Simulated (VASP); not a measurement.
Consider the following.

```xyz
4
Lattice="4.0893 0.0000 0.0000 0.0000 4.0893 0.0000 0.0000 0.0000 5.0992" Properties=species:S:1:pos:R:3 pbc="T T T"
Pb     2.0447     0.0000     3.9016
Pb     0.0000     2.0447     1.1976
O      2.0447     2.0447     0.0000
O      0.0000     0.0000     0.0000
```

The numbers are results of PBE GGA with D3 dispersion (zero damping), VASP's PBE PAW potentials (set 64) (plane waves; VASP), not measurements. Run with 520 eV cut-off, 6×6×5 Γ-centred mesh, Gaussian smearing of 0.050 eV, potentials Pb_d O.

Question: The ions and cell shape at fixed volume are relaxed. Predict the relaxed structure.

Answer: 
```xyz
4
Lattice="4.0521 0.0000 0.0000 0.0000 4.0521 0.0000 0.0000 0.0000 5.1935" Properties=species:S:1:pos:R:3 pbc="T T T"
Pb     2.0260     0.0000     4.0059
Pb     0.0000     2.0260     1.1876
O      2.0260     2.0260     5.1935
O      0.0000     0.0000     5.1935
```
Space group P4/nmm (129), at a tolerance of 0.03 Å.

Question: How much energy does the relaxation gain?

Answer: The energy (σ→0) changes by -3.4 meV/atom, in 6 ionic steps.

```tsv
step	E(σ→0) (eV)	max force (eV/Å)	pressure (GPa)	volume (Å³)
1	-22.0333	0.360	-2.03	85.27
2	-22.0423	0.123	-1.23	85.27
3	-22.0438	0.020	-0.74	85.27
4	-22.0453	0.017	-0.64	85.27
5	-22.0471	0.007	-0.40	85.27
6	-22.0471	0.004	-0.35	85.27
```

The compound is PbO in the litharge structure. This cell is one point of a volume scan, at 1.03 of the reference volume. Symmetry was kept, so distortions that lower it aren't found.
